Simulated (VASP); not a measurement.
Consider the following.

```yaml
crystal:
  lattice:
    - [1.82556, -3.16196, 0.00000]
    - [1.82556, 3.16196, 0.00000]
    - [0.00000, 0.00000, 6.04407]
  atoms:
    - { symbol: Sn, position: [0.00000, 0.00000, 0.00000] }
    - { symbol: S, position: [0.33333, 0.66667, 0.24379] }
    - { symbol: S, position: [0.66667, 0.33333, 0.75621] }
```

Method: PBEsol GGA, VASP's PBE PAW potentials (set 64) (plane waves; VASP). Settings: 400 eV cut-off, Gaussian smearing of 0.050 eV, potentials Sn_d S.

Without a dispersion term in the relaxation, distances and binding between the weakly bound layers, chains or molecules are unreliable, and so is what depends on them. Unless said otherwise, spin-orbit coupling is left out, though it shifts the bands of the heavy elements here.

Question: What does the run give for the band gap (along the path) with the smallest direct gap where there is one?

Answer: 
```json
{
  "band gap (along the path)": "1.43 eV",
  "smallest direct gap (along the path)": "1.82 eV"
}
```

The compound is SnS2 in the 1T layered structure. It was relaxed first.
